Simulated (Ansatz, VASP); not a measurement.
# Cross-check of Ga32Sb11P21 (GaP0.67Sb0.33, zinc blende) between VASP and Ansatz

Wanted: the spread between two codes on one cell, functional and k mesh. The cell is invented: As first built, before any earlier steps moved the atoms (in the runner's words): 2x2x2 conventional cells of the GaP type (64 atoms: 21 P, 32 Ga, 11 Sb); P/Sb share their sites, the best of 600 random draws by like-pair counts in two shells; start lattice by linear mixing of the end members' cells; atoms moved at random by 0.02 A. It may not be a known or stable phase. The structure shown is the start of the Ansatz relaxation below; VASP solves that cell, so the two are compared at the walk's first step.

Calculated with Ansatz 0.2.0; plane waves, with VASP 6.6.1 beside it; single point at PBE.

## (1) Set-up

The cell holds 64 atoms: 21 P, 32 Ga and 11 Sb. Its edges and angles: a = 11.342 Å, b = 11.342 Å, c = 11.342 Å, α = 90.0°, β = 90.0°, γ = 90.0°. It derives from GaP (GaP type, space group 216), repeated 2×2×2. As first built, before any earlier steps moved the atoms (in the runner's words): 2x2x2 conventional cells of the GaP type (64 atoms: 21 P, 32 Ga, 11 Sb); P/Sb share their sites, the best of 600 random draws by like-pair counts in two shells; start lattice by linear mixing of the end members' cells; atoms moved at random by 0.02 A.

## (2) Ansatz: relaxation, PBE

Ansatz runs on its default PAW (the set named soft_2) files.

The two programs are compared at the cell with which this relaxation starts, whose forces are those of its first step.

input.yaml reads:

```yaml
crystal:
  lattice:
    - [11.34155, 0.0, 0.0]
    - [0.0, 11.34155, 0.0]
    - [0.0, 0.0, 11.34155]
  atoms:
    - { symbol: P, position: [0.12536, 0.12207, 0.37629] }
    - { symbol: P, position: [0.37465, 0.37479, 0.37262] }
    - { symbol: P, position: [0.12489, 0.12473, 0.87489] }
    - { symbol: P, position: [0.12667, 0.37748, 0.62522] }
    - { symbol: P, position: [0.3746, 0.12696, 0.62361] }
    - { symbol: P, position: [0.37484, 0.37538, 0.87542] }
    - { symbol: P, position: [0.12376, 0.62453, 0.37473] }
    - { symbol: P, position: [0.37451, 0.62254, 0.12499] }
    - { symbol: P, position: [0.12138, 0.62429, 0.87769] }
    - { symbol: P, position: [0.12594, 0.87521, 0.62284] }
    - { symbol: P, position: [0.37963, 0.62614, 0.6229] }
    - { symbol: P, position: [0.62168, 0.37629, 0.12253] }
    - { symbol: P, position: [0.87457, 0.375, 0.37637] }
    - { symbol: P, position: [0.62553, 0.12691, 0.87346] }
    - { symbol: P, position: [0.87637, 0.12649, 0.62519] }
    - { symbol: P, position: [0.87488, 0.37958, 0.87509] }
    - { symbol: P, position: [0.62698, 0.87558, 0.12317] }
    - { symbol: P, position: [0.87213, 0.6241, 0.12476] }
    - { symbol: P, position: [0.62786, 0.62357, 0.87532] }
    - { symbol: P, position: [0.87216, 0.62701, 0.62895] }
    - { symbol: P, position: [0.87277, 0.87037, 0.87534] }
    - { symbol: Ga, position: [0.99962, 0.00035, 0.99986] }
    - { symbol: Ga, position: [0.99958, 0.25093, 0.24974] }
    - { symbol: Ga, position: [0.25267, 0.99759, 0.25242] }
    - { symbol: Ga, position: [0.25043, 0.24935, 0.99645] }
    - { symbol: Ga, position: [0.00217, 0.99814, 0.49964] }
    - { symbol: Ga, position: [0.00014, 0.25003, 0.74989] }
    - { symbol: Ga, position: [0.25049, 0.99967, 0.74997] }
    - { symbol: Ga, position: [0.24966, 0.24829, 0.49794] }
    - { symbol: Ga, position: [0.99856, 0.49729, 0.99959] }
    - { symbol: Ga, position: [0.00041, 0.75099, 0.2529] }
    - { symbol: Ga, position: [0.24908, 0.50113, 0.24894] }
    - { symbol: Ga, position: [0.24879, 0.74801, 0.0002] }
    - { symbol: Ga, position: [0.00087, 0.49878, 0.49845] }
    - { symbol: Ga, position: [0.00068, 0.74826, 0.75165] }
    - { symbol: Ga, position: [0.24892, 0.50226, 0.75242] }
    - { symbol: Ga, position: [0.24854, 0.75336, 0.50005] }
    - { symbol: Ga, position: [0.50005, 0.00145, 0.00023] }
    - { symbol: Ga, position: [0.50241, 0.25108, 0.25136] }
    - { symbol: Ga, position: [0.75005, 0.99854, 0.2504] }
    - { symbol: Ga, position: [0.74827, 0.24887, 0.00155] }
    - { symbol: Ga, position: [0.50282, 0.00166, 0.50143] }
    - { symbol: Ga, position: [0.4997, 0.25193, 0.75306] }
    - { symbol: Ga, position: [0.75125, 0.99948, 0.75066] }
    - { symbol: Ga, position: [0.75329, 0.24978, 0.49638] }
    - { symbol: Ga, position: [0.49932, 0.49982, 0.00104] }
    - { symbol: Ga, position: [0.50237, 0.75105, 0.25014] }
    - { symbol: Ga, position: [0.74748, 0.50411, 0.24357] }
    - { symbol: Ga, position: [0.74802, 0.75124, 0.99964] }
    - { symbol: Ga, position: [0.49896, 0.49957, 0.50175] }
    - { symbol: Ga, position: [0.4999, 0.7524, 0.7508] }
    - { symbol: Ga, position: [0.74892, 0.50146, 0.75026] }
    - { symbol: Ga, position: [0.75022, 0.74841, 0.4994] }
    - { symbol: Sb, position: [0.12214, 0.37189, 0.12695] }
    - { symbol: Sb, position: [0.3749, 0.1234, 0.12379] }
    - { symbol: Sb, position: [0.12709, 0.87445, 0.12599] }
    - { symbol: Sb, position: [0.37643, 0.87832, 0.3731] }
    - { symbol: Sb, position: [0.37554, 0.87622, 0.87692] }
    - { symbol: Sb, position: [0.62543, 0.12417, 0.37607] }
    - { symbol: Sb, position: [0.874, 0.12436, 0.12396] }
    - { symbol: Sb, position: [0.62646, 0.37456, 0.62521] }
    - { symbol: Sb, position: [0.62441, 0.62882, 0.37779] }
    - { symbol: Sb, position: [0.87377, 0.87442, 0.37331] }
    - { symbol: Sb, position: [0.62637, 0.87507, 0.62377] }
kpoints:
  mp_grid: { grid: [2, 2, 2], shift: [0.5, 0.5, 0.5] }
hamiltonian:
  xc: pbe
scf:
  occupations: { method: fermi_dirac, width: 0.01 }
output:
  forces: true
  stress: true
relax:
  f_tol: 0.02
  max_steps: 45
  cell: { stress_tol: 0.1 }
```

Started as:

```bash
> ansatz run input.yaml --threads 8 --pin off --max-ram 15360MiB --backend cpu --events-out ev --progress --plain --runs-dir out
```

Numbers of over 12 decimals in the logs are rounded to 6 here.

Log:

```text
The last accepted step is kept in <dir> (removed where the run ends without a failure and the disk answers)
Engine: ansatz 0.2.0, x86_64-unknown-linux-gnu
Pseudopotentials: kind: paw
Pseudopotential: P, paw, valence charge 5, recommended cutoff 420 eV (normal), P.paw.azcp
Pseudopotential: Ga, paw, valence charge 13, recommended cutoff 420 eV (normal), Ga.paw.azcp
Pseudopotential: Sb, paw, valence charge 15, recommended cutoff 420 eV (normal), Sb.paw.azcp
Functional definition: PBE
  parameter kappa = 0.804
  parameter beta = 0.066725
  exchange = pbe_x(kappa = kappa, mu = beta*pi^2/3)
  correlation = pbe_c(beta = beta)
Crystal: 64 atoms, lattice volume = 1458.872 Å³
Basis set: ecut = 420 eV, 28425 PW (Γ), exchange–correlation on 160×160×160 points (8 copies of the dense FFT grid, shifted against one another)
Bands: 412, of which v1, the nominal top of the filled ones, is band 343 counted from 1 (342 counted from 0)
Symmetry: 1 space group operations
Space group: P1 (ITA 1), of the structure as read, at distance tolerance 1.1e-4 Å
k-points: 4 of 8 (time reversal used)
Non-local potential: P, projectors of the file, l = 0: 2, l = 1: 2, l = 2: 2
Non-local potential: Ga, projectors of the file, l = 0: 2, l = 1: 2, l = 2: 3, l = 3: 1
Non-local potential: Sb, projectors of the file, l = 0: 2, l = 1: 2, l = 2: 2, l = 3: 2
PAW form: soft (Blöchl's): semilocal exchange-correlation on the pseudo side does not see the compensation charge
PAW one-centre angular grid: P, 110 points (default); XC on 64 Gauss nodes
PAW one-centre angular grid: Ga, 590 points (default); XC on 64 Gauss nodes
PAW one-centre angular grid: Sb, 590 points (default); XC on 64 Gauss nodes
Initial density: superposition of atomic densities (neutral atoms: chi_scale 0, normalization atom), corrected by the library's trained network
Initial wavefunctions: pseudopotential atomic-orbital guess
Functional: x = pbe(κ = 0.804, μ = 0.219515), c = pbe(β = 0.066725)
SCF iter   1: F=—  HF=-208266.701146 eV  |F-HF|=—  |Δ(HF+E_count)|=         —  Δρ=1.41e-3  dr2=6.76e-2  ethr=1.77e-3  ⟨swp⟩=7.0  Hψ=6682  notcnv=0  defer=17
preconditioner: auto → Resta (q_TF=auto, 2.406 Å⁻¹)  ε∞=3.9  [insulator: Δε(μ)=1.460 eV  Ē_g=13.755 eV  σ=0.010 eV  W_gap=1.00  n_scr=340 (ndim 8)  ℏωp=23.3 eV  f_vac=0.034  D(μ)=0.00/eV (n_scr^D=0)  ε∞_Penn≈3.9]
SCF iter   2: F=—  HF=-208266.615859 eV  |F-HF|=—  |Δ(HF+E_count)|=   8.53e-2  Δρ=8.26e-4  dr2=1.30e-2  ethr=9.86e-6  ⟨swp⟩=3.0  Hψ=3429  notcnv=0  defer=260
SCF iter   3: F=—  HF=-208266.616961 eV  |F-HF|=—  |Δ(HF+E_count)|=   1.10e-3  Δρ=3.94e-4  dr2=3.47e-3  ethr=1.89e-6  ⟨swp⟩=2.0  Hψ=2556  notcnv=0  defer=260
SCF iter   4: F=—  HF=-208266.618156 eV  |F-HF|=—  |Δ(HF+E_count)|=   1.19e-3  Δρ=1.56e-4  dr2=6.56e-4  ethr=5.06e-7  ⟨swp⟩=2.0  Hψ=2556  notcnv=0  defer=260
SCF iter   5: F=—  HF=-208266.618671 eV  |F-HF|=—  |Δ(HF+E_count)|=   5.15e-4  Δρ=6.09e-5  dr2=6.71e-5  ethr=9.57e-8  ⟨swp⟩=2.0  Hψ=2540  notcnv=0  defer=260
SCF iter   6: F=—  HF=-208266.617427 eV  |F-HF|=—  |Δ(HF+E_count)|=   1.24e-3  Δρ=1.85e-5  dr2=6.38e-6  ethr=9.78e-9  ⟨swp⟩=2.0  Hψ=2540  notcnv=0  defer=260
SCF iter   7: F=—  HF=-208266.617436 eV  |F-HF|=—  |Δ(HF+E_count)|=   9.71e-6  Δρ=7.21e-6  dr2=1.66e-6  ethr=9.30e-10  ⟨swp⟩=3.0  Hψ=2850  notcnv=0  defer=260
SCF iter   8: F=-208266.617437 eV  HF=-208266.617437 eV  |F-HF|=2.42e-8  |Δ(HF+E_count)|=   1.25e-7  Δρ=2.38e-6  dr2=7.97e-8  ethr=1.46e-11  ⟨swp⟩=3.0  Hψ=6861  notcnv=0
SCF 1 converged in 8 iterations: F = -208266.617437 eV  dr2 = 7.97e-8
  greatest PAW one-centre occupation: 0.996 electrons in one spin orbital (limit 2), on the Sb atom at site 56 (counted from 0), in its partial waves of l = 2
relax step   1: F+E_penalty+E_count = -208266.61743656 eV  Δ(F+E_penalty+E_count) = +0.000e0 eV  max|allowed force component| = 2.888e0 eV/Å  Δτ_max = 0.0000 Å  P = +4.380 GPa  Ω = 1458.872 Å³  (8 SCF iters, dr2 threshold 1.00e-7 eV, accepted)
Crystal: 64 atoms, lattice volume = 1526.145 Å³
Basis set: ecut = 420 eV, 29811 PW (Γ), exchange–correlation on 160×160×160 points (8 copies of the dense FFT grid, shifted against one another)
Initial density: handed on by an earlier stage of this run
Initial wavefunctions: those handed on with the density
iter 1 solved again at ethr=1.17e-4 eV; its pass at ethr=3.10e-3 eV (dr2=8.00e-1 eV) is discarded
SCF iter   1: F=—  HF=-208273.224000 eV  |F-HF|=—  |Δ(HF+E_count)|=         —  Δρ=1.21e-2  dr2=8.10e-1  ethr=1.17e-4  ⟨swp⟩=6.0  Hψ=8188  notcnv=0  defer=1
preconditioner: auto → Resta (q_TF=auto, 2.388 Å⁻¹)  ε∞=3.8  [insulator: Δε(μ)=1.143 eV  Ē_g=13.611 eV  σ=0.010 eV  W_gap=1.00  n_scr=364 (ndim 8)  ℏωp=22.8 eV  f_vac=0.040  D(μ)=0.00/eV (n_scr^D=0)  ε∞_Penn≈3.8]
SCF iter   2: F=—  HF=-208273.170338 eV  |F-HF|=—  |Δ(HF+E_count)|=   5.37e-2  Δρ=6.05e-3  dr2=2.23e-1  ethr=1.17e-4  ⟨swp⟩=5.5  Hψ=3127  notcnv=0
[...]
atom  12  P     -0.00599567    -0.00081023    -0.00201871
  atom  13  P     -0.00329645    -0.00559684    -0.00929184
  atom  14  P      0.00450547     0.00204140     0.01331955
  atom  15  P     -0.00188713    -0.00551646     0.00541615
  atom  16  P     -0.00114413    -0.00054847    -0.00191189
  atom  17  P     -0.00272481    -0.00459947    -0.00228197
  atom  18  P     -0.00201972     0.00810225     0.00678191
  atom  19  P      0.00229547     0.00609569     0.00671588
  atom  20  P      0.00231510    -0.00155325    -0.00457708
  atom  21  P      0.00209309     0.00737944    -0.00046143
  atom  22  Ga     0.00439933     0.00123416    -0.00369006
  atom  23  Ga    -0.00253287    -0.01063189    -0.00291987
  atom  24  Ga    -0.00414789    -0.00248240    -0.00255029
  atom  25  Ga     0.00431661    -0.00567807     0.00208926
  atom  26  Ga    -0.00634930     0.00402144    -0.00700028
  atom  27  Ga    -0.00872626    -0.00005352     0.00014553
  atom  28  Ga     0.00003995    -0.00026429    -0.00490562
  atom  29  Ga     0.00058758    -0.00476736    -0.00071538
  atom  30  Ga    -0.00152475     0.00325278     0.00091797
  atom  31  Ga    -0.00554249    -0.00639537    -0.00336039
  atom  32  Ga     0.00193466    -0.00276660     0.00157853
  atom  33  Ga     0.00322735     0.00406906    -0.00390886
  atom  34  Ga    -0.00206628     0.00912672     0.00839479
  atom  35  Ga     0.00208080    -0.00898725     0.00068992
[...]
atom  57  Sb     0.01091974     0.00215409    -0.00939891
  atom  58  Sb    -0.00069233     0.00025064     0.00393378
  atom  59  Sb    -0.01035214     0.00160151    -0.00538739
  atom  60  Sb    -0.00531914    -0.01072886     0.00927999
  atom  61  Sb    -0.00012901    -0.00324961    -0.01295694
  atom  62  Sb     0.00059545     0.01228754     0.00960848
  atom  63  Sb    -0.00655396    -0.00003753    -0.00464295
  atom  64  Sb    -0.00716928     0.00455471     0.00155765
  max |Σ_I F_I| component: 4.21e-7 eV/Å
--- Stress (GPa, compression-positive) ---
       -0.044097       0.003961       0.000531
        0.003961      -0.043164       0.003968
        0.000531       0.003968      -0.029586
  P = ⅓ Tr σ = -0.0389 GPa (-0.389 kbar)
--- Relaxed structure (4 steps of the walk, 4 accepted, 1 SCFs on fresh bases) ---
  F+E_penalty+E_count = -208273.80731610 eV   max|allowed force component| = 1.334e-2 eV/Å   (the final SCF, on the basis selected at the relaxed cell)
  cell:  # Å, volume = 1516.0124 Å³
    - [11.493885, -0.00206388, 0.00157982]
    - [-0.00206388, 11.474167, 0.00190401]
    - [0.00157982, 0.00190401, 11.495154]
  atoms:
    - { symbol: P, position: [0.124331, 0.132294, 0.389654] }
    - { symbol: P, position: [0.368883, 0.378654, 0.378090] }
    - { symbol: P, position: [0.121568, 0.128710, 0.862652] }
    - { symbol: P, position: [0.124532, 0.376324, 0.626736] }
    - { symbol: P, position: [0.365556, 0.132330, 0.629843] }
    - { symbol: P, position: [0.374109, 0.377613, 0.871676] }
    - { symbol: P, position: [0.125256, 0.618996, 0.380941] }
    - { symbol: P, position: [0.377281, 0.617850, 0.121764] }
    - { symbol: P, position: [0.121777, 0.621456, 0.870324] }
    - { symbol: P, position: [0.122021, 0.875010, 0.628453] }
    - { symbol: P, position: [0.364691, 0.619139, 0.628773] }
    - { symbol: P, position: [0.625846, 0.381297, 0.118921] }
    - { symbol: P, position: [0.881427, 0.379288, 0.378570] }
    - { symbol: P, position: [0.628369, 0.129754, 0.873988] }
    - { symbol: P, position: [0.883679, 0.129579, 0.631406] }
    - { symbol: P, position: [0.874664, 0.378252, 0.872065] }
    - { symbol: P, position: [0.628136, 0.867964, 0.112830] }
    - { symbol: P, position: [0.873340, 0.620640, 0.118147] }
    - { symbol: P, position: [0.628115, 0.620980, 0.878275] }
    - { symbol: P, position: [0.884840, 0.621425, 0.632549] }
    - { symbol: P, position: [0.876030, 0.873685, 0.871006] }
    - { symbol: Ga, position: [1.001488, 0.00022665, 0.979124] }
    - { symbol: Ga, position: [1.001869, 0.251033, 0.270391] }
    - { symbol: Ga, position: [0.236286, 1.013357, 0.261190] }
    - { symbol: Ga, position: [0.247768, 0.250613, 0.978594] }
    - { symbol: Ga, position: [0.00876503, 1.008252, 0.513085] }
    - { symbol: Ga, position: [0.000250991, 0.256384, 0.749228] }
    - { symbol: Ga, position: [0.239857, 1.006791, 0.740630] }
    - { symbol: Ga, position: [0.248863, 0.256206, 0.504012] }
    - { symbol: Ga, position: [0.991026, 0.506499, 0.989127] }
    - { symbol: Ga, position: [-5.920317676474483e-5, 0.726492, 0.249487] }
    - { symbol: Ga, position: [0.258250, 0.508419, 0.259555] }
    - { symbol: Ga, position: [0.249956, 0.727985, -0.00117827] }
    - { symbol: Ga, position: [0.00338204, 0.498491, 0.503700] }
    - { symbol: Ga, position: [0.00182094, 0.752068, 0.750794] }
    - { symbol: Ga, position: [0.246240, 0.496898, 0.750415] }
    - { symbol: Ga, position: [0.237556, 0.742001, 0.511467] }
    - { symbol: Ga, position: [0.520367, -0.000477414, -0.00369216] }
    - { symbol: Ga, position: [0.500121, 0.276070, 0.249687] }
    - { symbol: Ga, position: [0.739439, 0.985080, 0.238953] }
    - { symbol: Ga, position: [0.741145, 0.263019, -0.00994023] }
    - { symbol: Ga, position: [0.488352, 0.012336, 0.513223] }
    - { symbol: Ga, position: [0.490756, 0.242919, 0.758950] }
    - { symbol: Ga, position: [0.760585, 1.010891, 0.758604] }
    - { symbol: Ga, position: [0.771674, 0.251712, 0.502317] }
    - { symbol: Ga, position: [0.501264, 0.498528, -0.00156159] }
    - { symbol: Ga, position: [0.499875, 0.750590, 0.226358] }
    - { symbol: Ga, position: [0.760117, 0.489453, 0.238571] }
    - { symbol: Ga, position: [0.752463, 0.748542, 0.996017] }
    - { symbol: Ga, position: [0.479025, 0.499999, 0.501886] }
    - { symbol: Ga, position: [0.499592, 0.727299, 0.750067] }
    - { symbol: Ga, position: [0.759496, 0.508217, 0.758726] }
    - { symbol: Ga, position: [0.761606, 0.737203, 0.512583] }
    - { symbol: Sb, position: [0.125068, 0.378973, 0.124521] }
    - { symbol: Sb, position: [0.377940, 0.130522, 0.122175] }
    - { symbol: Sb, position: [0.122790, 0.870024, 0.122621] }
    - { symbol: Sb, position: [0.370416, 0.872297, 0.376904] }
    - { symbol: Sb, position: [0.374413, 0.872045, 0.872136] }
    - { symbol: Sb, position: [0.625851, 0.130782, 0.374451] }
    - { symbol: Sb, position: [0.873535, 0.128095, 0.121018] }
    - { symbol: Sb, position: [0.625000, 0.375845, 0.628700] }
    - { symbol: Sb, position: [0.624480, 0.620187, 0.370113] }
    - { symbol: Sb, position: [0.881199, 0.871947, 0.377624] }
    - { symbol: Sb, position: [0.627001, 0.874925, 0.632724] }
```

(Part 1 of 2 ends here.)

[Lines on the potential files, build, host, timing and source positions are cut from VASP's logs without a mark.]

[Logs are printed without paths, hosts, clocks, repeated set-up lines and the standing remarks that a program may print on its own settings, such as how far it seeks lower states.]

[Hosts, paths, dates, database ids (printed as entryN), source tags and the programs' standing remarks are cut or masked in the printed files.]
